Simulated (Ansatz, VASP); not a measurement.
# Cross-check of Ca7Al14Si23O74 (glassy 62SiO2-19Al2O3-19CaO (mol %)) between VASP and Ansatz, part 2 of 2

Wanted: the spread between two codes on one cell, functional and k mesh. Of the first pair: The structure shown is the start of the Ansatz relaxation below; VASP solves that cell, so the two are compared at the walk's first step.

VASP 6.6.1 and Ansatz 0.2.0.

So far. Step 3 (VASP: single point, PBEsol, start cell, pair 1): The run ends at a pressure of 5.47 GPa, with forces up to 3.5 eV/Å.

**6. VASP: single point, PBEsol, relaxed cell, pair 2**

Level of this step: PBEsol; plane waves and PAW (Si, Al, Ca_sv, O) (VASP).

The same cell, functional and mesh now go to VASP, with its own data sets.

Input file INCAR:

```
SYSTEM = Ca7Al14Si23O74
PREC = Accurate
ENCUT = 600
EDIFF = 1E-06
NELM = 120
ISMEAR = 0
SIGMA = 0.01
LREAL = Auto
ALGO = Normal
GGA = PS
NBANDS = 416
LORBIT = 11
LWAVE = .FALSE.
LCHARG = .FALSE.
ISIF = 2
LASPH = .TRUE.
GGA_COMPAT = .FALSE.
EFERMI = MIDGAP
NCORE = 4
```

Input file POSCAR:

```
Ca7Al14Si23O74
1.0
   11.8376970000      0.1228540000     -0.0999350000
    0.1228540000     11.1263190000      0.0737840000
   -0.0999350000      0.0737840000     11.5976590000
Si Al Ca O
23 14 7 74
Direct
    0.0049500000      0.4865900000      0.6000100000
    0.5982600000      0.9677100000      0.2991400000
    0.3778100000      0.5331200000      0.4112300000
    0.2993800000      0.3012200000      0.5233700000
    0.5080800000      0.0913200000      0.8922100000
    0.5117000000      0.1661900000      0.4353300000
    0.1406100000      0.6141200000      0.4043300000
    0.4390400000      0.8337300000      0.5747600000
    0.2217000000      0.9666600000      0.5976400000
    0.8418000000      0.2236700000      0.8675000000
    0.9352400000      0.9648400000      0.8962900000
    0.1435300000      0.1826400000      0.1759200000
    0.4098700000      0.4109700000      0.7666600000
    0.0963100000      0.5577000000      0.0023400000
    0.9669000000      0.7953000000      0.2932200000
    0.6699100000      0.3078200000      0.2995600000
    0.0261200000      0.4434200000      0.2270800000
    0.6693100000      0.3808900000      0.6997300000
    0.6012900000      0.8340700000      0.9225500000
    0.6568800000      0.2686400000      0.0263700000
    0.4058800000      0.6969600000      0.8057900000
    0.6845500000      0.5352800000      0.0254400000
    0.7798400000      0.8791800000      0.7263500000
    0.1162800000      0.1422600000      0.4287400000
    0.0929600000      0.9283700000      0.0859900000
    0.9023100000      0.3143100000      0.4047600000
    0.2889500000      0.7515300000      0.0444300000
    0.7704100000      0.5740500000      0.2745000000
    0.6270900000      0.7452800000      0.4159000000
    0.7758200000      0.6198400000      0.6182200000
[... 82 atom lines left out ...]
    0.7479100000      0.6161900000      0.9311200000
    0.1721600000      0.8719600000      0.6909100000
    0.0685200000      0.9349200000      0.9303600000
    0.6642800000      0.2910900000      0.1629100000
    0.9228800000      0.5988600000      0.6488900000
    0.4887000000      0.0514400000      0.3503400000
```

Input file KPOINTS:

```
Automatic mesh
0
Gamma
1 1 1
0 0 0
```

The projector-augmented-wave data sets are Si, Al, Ca_sv and O (PBE family, release 64).

The run is started by

```sh
$ mpirun -np 16 vasp_gam
```

Numbers of over 12 decimals in the logs are rounded to 6 here.

What it wrote:

```text
[banner, memory and clock lines left out]
running   16 mpi-ranks, on    1 nodes
[...]
[... a notice as in an earlier step ...]

 LDA part: xc-table for (Slater+PW92), standard interpolation
 POSCAR, INCAR and KPOINTS ok, starting setup
[...]
entering main loop
       N       E                     dE             d eps       ncg     rms          rms(c)
DAV:   1     0.702027903277E+04    0.70203E+04   -0.41012E+05   840   0.174E+03
DAV:   2    -0.343963174017E+03   -0.73642E+04   -0.70791E+04  1032   0.424E+02
DAV:   3    -0.102077827382E+04   -0.67682E+03   -0.67199E+03   992   0.139E+02
DAV:   4    -0.104412636953E+04   -0.23348E+02   -0.23247E+02  1040   0.238E+01
[...]
DAV:  17    -0.929098376357E+03   -0.36342E-05   -0.59732E-05   992   0.174E-02    0.124E-02
DAV:  18    -0.929098376681E+03   -0.32397E-06   -0.15677E-05  1032   0.784E-03    0.734E-03
DAV:  19    -0.929098376269E+03    0.41265E-06   -0.29768E-06   760   0.483E-03
   1 F= -.92909838E+03 E0= -.92909838E+03  d E =0.000000E+00
```

From OUTCAR (step 6):

```text
  Total        3.3941684      2.4020030      2.8355637      0.4293146     -0.0268234     -0.1263695
  in kB        3.5608617      2.5199694      2.9748231      0.4503989     -0.0281407     -0.1325757
  external PRESSURE =       3.0185514 kB  Pullay stress =       0.0000000 kB

 POSITION                                       TOTAL-FORCE (eV/Angst)
 -----------------------------------------------------------------------------------
      0.05841      5.45883      6.99412         0.027885      0.046107      0.024818
      7.17101     10.86262      3.48094        -0.067608     -0.007431      0.022241
      4.49680      6.00842      4.77088        -0.048740      0.050248      0.012671
      3.52867      3.42687      6.06217         0.032993      0.012816      0.056659
      5.93655      1.14431     10.30351        -0.020023      0.023426      0.085722
[...]
9.09933      2.37874     11.40498         0.016352     -0.028168      0.023500
      6.19549      9.83809      2.66748        -0.036445     -0.062679     -0.051154
     11.07023      3.76434     10.24044         0.079196      0.031412      0.016322
      4.90049      7.91075      1.46752         0.026389     -0.002027      0.006612
      4.62828      2.28739      5.69946        -0.022563     -0.003386      0.015797
      5.68106      5.91735      5.87993         0.034280      0.000578      0.070108
      2.32604      1.43088      3.43439         0.019520     -0.026266      0.072193
      8.54442      5.86393      8.26352         0.006862      0.047595     -0.017464
[...]
-----------------------------------------------------------------------------------
    total drift:                               -0.009590     -0.010319     -0.015698

  FREE ENERGIE OF THE ION-ELECTRON SYSTEM (eV)
  ---------------------------------------------------
  free  energy   TOTEN  =      -929.0983762686 eV

  energy  without entropy=     -929.0983762686  energy(sigma->0) =     -929.09837627

[... 1 part as in an earlier step ...]

[... 2 further parts left out ...]
[key lines of the parts left out:]
E-fermi :   4.0832
```

The run ends at a pressure of 0.30 GPa, with forces up to 0.12 eV/Å.

**7. Side by side**

What differs besides the data sets and the points named for the pairs above, as far as they apply: the cutoff is 420 eV in Ansatz and 600 eV in VASP (PREC = Accurate, projectors in real space). Total energies have different zeros and are not compared.

Compared:

| quantity | Ansatz | VASP | difference |
| --- | --- | --- | --- |
| pressure (GPa) | 0.01 | 0.30 | -0.29 |
| gap on the k mesh (eV) | 4.194 | 4.189 | +0.004 |

Forces on 7 of the 118 atoms, those with the largest forces and the largest differences (eV/Å; atoms numbered as in POSCAR):

| atom | Ansatz x, y, z | VASP x, y, z |
| --- | --- | --- |
| Si18 | 0.009, 0.007, 0.001 | 0.003, -0.053, 0.087 |
| O45 | -0.003, -0.002, -0.005 | -0.007, -0.025, -0.106 |
| O61 | 0.000, -0.004, -0.003 | -0.107, -0.047, -0.005 |
| O64 | 0.009, 0.006, 0.003 | 0.062, 0.090, -0.044 |
| O82 | 0.008, -0.001, 0.003 | -0.057, -0.029, 0.092 |
| O87 | -0.003, -0.002, -0.004 | -0.066, -0.056, 0.066 |
| O113 | 0.010, 0.003, 0.007 | 0.020, 0.087, -0.075 |

The forces differ by 34 meV/Å r.m.s., where the r.m.s. force is 0.007 eV/Å in Ansatz and 0.035 eV/Å in VASP: the atoms lie near their places of rest in Ansatz, so a percentage would say little (all taken over all components). A gap on the mesh is an upper bound, since the band edges may lie between its points.

**8. Results**

- r.m.s. force difference (single point, PBEsol, start cell, pair 1): 4.9 % of the r.m.s. force
- r.m.s. force difference (single point, PBEsol, relaxed cell, pair 2): 34 meV/Å

What this shows: The r.m.s. force difference is 34 meV/Å (single point, PBEsol, relaxed cell, pair 2), beyond the 12 meV/Å picked in this series as the mark of a large difference. What causes the difference of the single point, PBEsol, start cell, pair 1 pair stays open here. What causes the difference of the single point, PBEsol, relaxed cell, pair 2 pair stays open here. Such differences can come from data sets, numerical settings and the points named under the comparisons, not from the functional's error against experiment.

[Lines on the potential files, build, host, timing and source positions are cut from VASP's logs without a mark.]

[Logs are printed without paths, hosts, clocks, repeated set-up lines and the standing remarks that a program may print on its own settings, such as how far it seeks lower states.]

[Hosts, paths, dates, database ids (printed as entryN), source tags and the programs' standing remarks are cut or masked in the printed files.]
